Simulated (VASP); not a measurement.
An input for Ansatz (written as the equivalent of a VASP run, and not itself run):

Ansatz 0.2 input:
```yaml
crystal:
  lattice:
    - [4.3086709, 0.0000000, 0.0000000]
    - [0.0000000, 4.3086709, 0.0000000]
    - [0.0000000, 0.0000000, 4.3086709]
  atoms:
    - { symbol: Cu, position: [0.7500000, 0.2500000, 0.7500000] }
    - { symbol: Cu, position: [0.2500000, 0.7500000, 0.7500000] }
    - { symbol: Cu, position: [0.7500000, 0.7500000, 0.2500000] }
    - { symbol: Cu, position: [0.2500000, 0.2500000, 0.2500000] }
    - { symbol: O, position: [0.0000000, 0.0000000, 0.0000000] }
    - { symbol: O, position: [0.5000000, 0.5000000, 0.5000000] }
kpoints:
  mp_grid: { grid: [6, 6, 6] }
hamiltonian:
  xc: pbe
  pseudopotentials: { kind: paw }
scf:
  occupations: { method: tetrahedron }
  max_iter: 100
output: { forces: true, stress: true, eigenvalues: true }
```

Write the VASP files for the same calculation (PBE).

Several could match; the one computed here: 
**INCAR**
```
ALGO  =  Normal
EDIFF  =  1E-7
ENCUT  =  520
GGA  =  PE
ISIF  =  2
ISMEAR  =  -5
LASPH  =  .True.
LCHARG  =  .True.
LEFG  =  .True.
LMAXMIX  =  4
LORBIT  =  11
LREAL  =  .False.
LWAVE  =  .False.
NEDOS  =  601
NELM  =  100
PREC  =  Accurate
SYSTEM  =  Cu2O
```

File POSCAR:
```
Cu2O
4.3086710
  0.9999999666   0.0000000000   0.0000000000
  0.0000000000   0.9999999666   0.0000000000
  0.0000000000   0.0000000000   0.9999999666
Cu O
4 2
direct
  0.7500000000   0.2500000000   0.7500000000
  0.2500000000   0.7500000000   0.7500000000
  0.7500000000   0.7500000000   0.2500000000
  0.2500000000   0.2500000000   0.2500000000
  0.0000000000   0.0000000000   0.0000000000
  0.5000000000   0.5000000000   0.5000000000
```

### KPOINTS
```
Automatic mesh
0
Gamma
6 6 6
0 0 0
```

POTCAR, in this order: Cu O (PBE.64 set). Program: vasp_std.

Limits of the translation: each code has its own PAW files, so the cut-off isn't converted (ENCUT is set for VASP's; basis.ecutwfc is left out, and Ansatz then takes the one that its files recommend); Ansatz stops its SCF on the density residual and VASP on the energy change (EDIFF); the field gradients of LEFG aren't asked of the other code.

The compound is Cu2O in the cuprite structure. It was relaxed first.
